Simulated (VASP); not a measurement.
The system is Br.

```
Br
1.0
     3.36325   -2.32255    0.00000
     3.36325    2.32255    0.00000
     0.00000    0.00000    8.70230
Br
4
Direct
  0.86510 0.13490 0.10990
  0.63490 0.36510 0.60990
  0.13490 0.86510 0.89010
  0.36510 0.63490 0.39010
```

| Item | Value |
| --- | --- |
| Program | VASP 6.6.1 |
| Task | relaxation of cell and atoms |
| Functional | PBE |
| Dispersion | D3(BJ) |
| Potentials or basis | VASP PAW PBE potentials, release 64 (Br) |
| Cutoff | 600 eV |
| k mesh | 8 × 8 × 4 |
| Occupations | gaussian, width 0.03 eV |
| Spin | no spin polarisation |

At the start: pressure 0.7 GPa; volume 33.99 Å³/atom.

**Question.** Where does the relaxation end?

**Answer.** Over 22 steps the energy falls by 45.0 meV/atom and the volume is 31.09 Å³/atom (-8.5 %); space group Cmce (No. 64, to 0.05 Å).

The path:
| step | energy change (eV) | largest force (eV/Å) | pressure (GPa) | volume (Å³) |
| --- | --- | --- | --- | --- |
| 1 | 0.0000 | 0.8932 | 0.68 | 135.95 |
| 2 | -0.0132 | 0.3840 | -2.10 | 138.79 |
| 3 | -0.0466 | 0.1520 | -0.93 | 137.43 |
| 4 | -0.0802 | 0.1489 | -0.80 | 134.43 |
| 5 | -0.1486 | 0.1584 | 0.09 | 125.63 |
| 6 | -0.1499 | 0.1866 | 0.79 | 121.80 |
| 7 | -0.1524 | 0.1696 | 0.45 | 123.56 |
| 8 | -0.1555 | 0.2636 | -0.35 | 123.28 |
| 9 | -0.1589 | 0.1338 | -0.03 | 123.41 |
| 10 | -0.1671 | 0.1149 | 0.04 | 123.14 |
| 11 | -0.1769 | 0.0468 | 0.38 | 122.18 |
| 12 | -0.1724 | 0.1796 | -0.59 | 124.83 |
| 13 | -0.1785 | 0.0727 | 0.03 | 123.07 |
| 14 | -0.1796 | 0.0139 | 0.11 | 123.59 |
| 15 | -0.1796 | 0.0132 | 0.09 | 123.59 |
| 16 | -0.1796 | 0.0353 | -0.13 | 124.40 |
| 17 | -0.1798 | 0.0191 | -0.01 | 123.98 |
| 18 | -0.1799 | 0.0139 | -0.01 | 124.17 |
| 19 | -0.1800 | 0.0176 | 0.00 | 124.40 |
| 20 | -0.1800 | 0.0103 | -0.06 | 124.56 |
| 21 | -0.1801 | 0.0061 | -0.04 | 124.50 |
| 22 | -0.1801 | 0.0041 | 0.01 | 124.34 |

Final structure:
```cif
data_structure
_symmetry_space_group_name_H-M 'P 1'
_symmetry_Int_Tables_number 1
_cell_length_a 4.0645
_cell_length_b 4.0645
_cell_length_c 8.5731
_cell_angle_alpha 90.000
_cell_angle_beta 90.000
_cell_angle_gamma 61.397
_cell_volume 124.34
loop_
_atom_site_label
_atom_site_type_symbol
_atom_site_fract_x
_atom_site_fract_y
_atom_site_fract_z
_atom_site_occupancy
Br1 Br 0.84909 0.15091 0.11919 1
Br2 Br 0.65091 0.34909 0.61919 1
Br3 Br 0.15091 0.84909 0.88081 1
Br4 Br 0.34909 0.65091 0.38081 1
```
